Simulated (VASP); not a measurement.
Computed with PBE GGA, VASP's PBE PAW potentials (set 64) (plane waves; VASP 6.6.1).

A VASP calculation is set up with these files.

### KPOINTS
```
Automatic
0
Gamma
9 9 9
0 0 0
```

POSCAR:
```
CrB2
3.636540
 -0.3537642924   0.3537642924   0.8658532561
  0.3537642924  -0.3537642924   0.8658532561
  0.3537642924   0.3537642924  -0.8658532561
Cr B
1 2
Cart
  0.0000000000   0.0000000000   0.0000000000
  0.0000000000  -0.0000000000   0.5806411936
 -0.0000000000   0.0000000000   1.1510653187
```

**INCAR**
```
ALGO=Normal
EDIFF=1E-6
ENCUT=400
GGA=PE
ISIF=2
ISMEAR=-1
ISPIN=2
LASPH=.TRUE.
LCHARG=.FALSE.
LMAXMIX=4
LORBIT=11
LREAL=.FALSE.
LWAVE=.FALSE.
MAGMOM=3.0 2*0.0
NELM=100
PREC=Accurate
SIGMA=0.1
SYSTEM=CrB2
```

POTCAR, in this order: Cr_pv B (PBE.64 set). Program: vasp_std.

What VASP printed:

File OSZICAR:
```
       N       E                     dE             d eps       ncg     rms          rms(c)
DAV:   1     0.103167758101E+03    0.10317E+03   -0.82573E+03  4508   0.106E+03
DAV:   2    -0.208197741886E+02   -0.12399E+03   -0.12009E+03  4801   0.309E+02
DAV:   3    -0.241860729216E+02   -0.33663E+01   -0.32771E+01  5915   0.537E+01
DAV:   4    -0.242243936367E+02   -0.38321E-01   -0.38278E-01  5281   0.546E+00
DAV:   5    -0.242252481398E+02   -0.85450E-03   -0.85447E-03  6281   0.629E-01    0.313E+01
DAV:   6    -0.257343769259E+02   -0.15091E+01   -0.46175E+01  5301   0.851E+01    0.187E+01
DAV:   7    -0.214138879696E+02    0.43205E+01   -0.25033E+01  5536   0.598E+01    0.687E+00
DAV:   8    -0.212477490472E+02    0.16614E+00   -0.79936E-01  4854   0.960E+00    0.275E+00
DAV:   9    -0.212430146491E+02    0.47344E-02   -0.40550E-02  6320   0.191E+00    0.114E+00
DAV:  10    -0.212409837345E+02    0.20309E-02   -0.98771E-03  4895   0.831E-01    0.301E-01
DAV:  11    -0.212408136902E+02    0.17004E-03   -0.18050E-03  5495   0.481E-01    0.130E-01
DAV:  12    -0.212407850649E+02    0.28625E-04   -0.19139E-04  5265   0.130E-01    0.389E-02
DAV:  13    -0.212407858399E+02   -0.77504E-06   -0.89510E-06  5615   0.307E-02
   1 F= -.21240786E+02 E0= -.21213089E+02  d E =-.553945E-01  mag=     0.0002
```

**OUTCAR**
```
------------------------ aborting loop because EDIFF is reached ----------------------------------------
  FORCE on cell =-STRESS in cart. coord.  units (eV):
  Direction    XX          YY          ZZ          XY          YZ          ZX
  --------------------------------------------------------------------------------------
  Total        5.7409687      5.7409687      5.1728570      0.0000000      0.0000000      0.0000000
  in kB      441.2638832    441.2638832    397.5975290      0.0000000      0.0000000      0.0000000
  external PRESSURE =     426.7084318 kB  Pullay stress =       0.0000000 kB
  volume of cell :       20.84
      direct lattice vectors                 reciprocal lattice vectors
    -1.286478000  1.286478000  3.148710000     0.000000000  0.388658026  0.158795189
     1.286478000 -1.286478000  3.148710000     0.388658026  0.000000000  0.158795189
     1.286478000  1.286478000 -3.148710000     0.388658026  0.388658026  0.000000000
 POSITION                                       TOTAL-FORCE (eV/Angst)
 -----------------------------------------------------------------------------------
      0.00000      0.00000      0.00000         0.000000      0.000000     -0.000000
      0.00000      0.00000      2.11152        -0.000000     -0.000000     -0.276971
      0.00000      0.00000      4.18590         0.000000      0.000000      0.276971
 -----------------------------------------------------------------------------------
    total drift:                               -0.000000     -0.000000     -0.000000
  FREE ENERGIE OF THE ION-ELECTRON SYSTEM (eV)
  ---------------------------------------------------
  free  energy   TOTEN  =       -21.2407858399 eV

  energy  without entropy=      -21.1853913489  energy(sigma->0) =      -21.21308859

 total charge

# of ion       s       p       d       tot
------------------------------------------
    1        0.446   6.598   4.713  11.756
    2        0.700   1.167   0.000   1.866
    3        0.700   1.167   0.000   1.866
--------------------------------------------------
tot          1.845   8.931   4.713  15.489

 magnetization (x)

# of ion       s       p       d       tot
------------------------------------------
    1       -0.000   0.000   0.000   0.000
    2       -0.000   0.000   0.000   0.000
    3       -0.000   0.000   0.000   0.000
--------------------------------------------------
tot         -0.000   0.000   0.000   0.000
```
(Selected blocks of OUTCAR.)

At this cut-off the stress carries a Pulay error, which pulls relaxed volumes low. The moments were started parallel, and other spin orders were not tried in this run.

The structure was generated: CrB2 was put into an ordered model structure, which need not be its known phase. The cell was not relaxed at this level, and its volume differs by -5.9 % from the start's. The k-mesh is coarse (spacing up to 0.38 per Å, 2π included), so the numbers may not be converged in it.
